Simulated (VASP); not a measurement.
Data:

```yaml
crystal:
  lattice:
    - [0.00000, 1.80795, 1.80795]
    - [1.80795, 0.00000, 1.80795]
    - [1.80795, 1.80795, 0.00000]
  atoms:
    - { symbol: B, position: [0.00000, 0.00000, 0.00000] }
    - { symbol: N, position: [0.25000, 0.25000, 0.25000] }
```

All values below come from PBE GGA with D3 dispersion (zero damping), VASP's PBE PAW potentials (set 64) (plane waves; VASP). Settings: 520 eV cut-off, 12×12×12 Γ-centred mesh, Gaussian smearing of 0.050 eV, potentials B N.

Problem. What does the run give for the energy per atom (σ→0), band gap (on the k-mesh) with the smallest direct gap where there is one?

Solution. 
```yaml
band gap (on the k-mesh): 4.46 eV
smallest direct gap (on the k-mesh): 8.82 eV
energy per atom (σ→0): -8.863 eV/atom
```

Only differences to runs with the same potentials and settings are physical.

The compound is BN in the zinc blende structure. It was relaxed first.
